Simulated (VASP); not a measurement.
Set up this calculation in VASP 6.6.1, as the native input.

```yaml
Task: relaxation of cell and atoms
Functional: PBE
Potentials_or_basis: VASP PAW PBE potentials, release 64 (Nb_sv, B)
Cutoff: 520 eV
k_mesh: 4 × 4 × 5
Occupations: gaussian, width 0.15 eV
Spin: no spin polarisation
Further_INCAR_settings: PREC = Normal; ALGO = Fast; EDIFF = 0.0001; IBRION = 2; EDIFFG = -0.08; NSW = 24; ISIF = 3
```

The structure of Nb3B5 lies in POSCAR:

```
Nb3B5
1.0
    5.3013158200      0.0000000000      0.0000000000
   -2.6506579100      4.5910741700      0.0000000000
    0.0000000000      0.0000000000      3.5537415200
Nb B
3 5
Direct
    0.5000000000      0.0000000000      0.0000000000
    0.0000000000      0.5000000000      0.0000000000
    0.5000000000      0.5000000000      0.0000000000
    0.5000000000      0.0000000000      0.5000000000
    0.0000000000      0.5000000000      0.5000000000
    0.5000000000      0.5000000000      0.5000000000
    0.0000000000      0.0000000000      0.3027460000
    0.0000000000      0.0000000000      0.6972540000
```

The cell was built by a generator and needn't be a form met in nature.

One way to write it, as run:

INCAR

```
SYSTEM = Nb3B5
PREC     = Normal         ! precision mode
ENCUT    = 520            ! plane-wave cutoff, eV
EDIFF    = 1E-4           ! SCF threshold, eV
ISMEAR   = 0              ! smearing method
SIGMA    = 0.15           ! smearing width, eV
LREAL    = .FALSE.        ! projectors in reciprocal space
LASPH    = .TRUE.         ! aspherical terms in the spheres
NELM     = 60             ! most SCF steps
ALGO     = Fast           ! electronic algorithm
ISIF     = 3              ! what is computed and relaxed
LWAVE    = .FALSE.        ! write WAVECAR
LCHARG   = .FALSE.        ! write CHGCAR
GGA      = PE             ! functional
IBRION   = 2              ! ionic algorithm
NSW      = 24             ! ionic steps
EDIFFG   = -0.08          ! ionic threshold
```

KPOINTS

```
regular mesh
0
G
  4 4 5
  0 0 0
```

Potentials or basis: VASP PAW PBE potentials, release 64 (Nb_sv, B).

Command:

```bash
$ cat potpaw_PBE.64/Nb_sv/POTCAR potpaw_PBE.64/B/POTCAR > POTCAR
$ mpirun -np 1 vasp_std > vasp.out
```

It gave:

```
Relaxed volume                         : 12.94 Å³/atom
Relaxed cell                           : a = 5.152 Å, b = 5.152 Å, c = 4.502 Å, α = 90.00°, β = 90.00°, γ = 120.00°
Space group after relaxing (to 0.05 Å) : P6/mmm (No. 191)
Energy gained by relaxing              : 1456.1 meV/atom
Ionic steps                            : 17
Pressure after relaxing                : -0.3 GPa
Largest force after relaxing           : 0.013 eV/Å
Band gap on the k mesh                 : none (metal or under the smearing width)
```

Caveat: the volume moved by over 15 % at a fixed basis, so the end points are rough; the relaxation stopped at a loose force limit of 0.08 eV/Å, so its end isn't a converged minimum.

Run time: 6.9 min on 1 thread of Intel(R) Xeon(R) Platinum 8559C (Emerald Rapids) (shared host), peak memory 0.17 GiB.
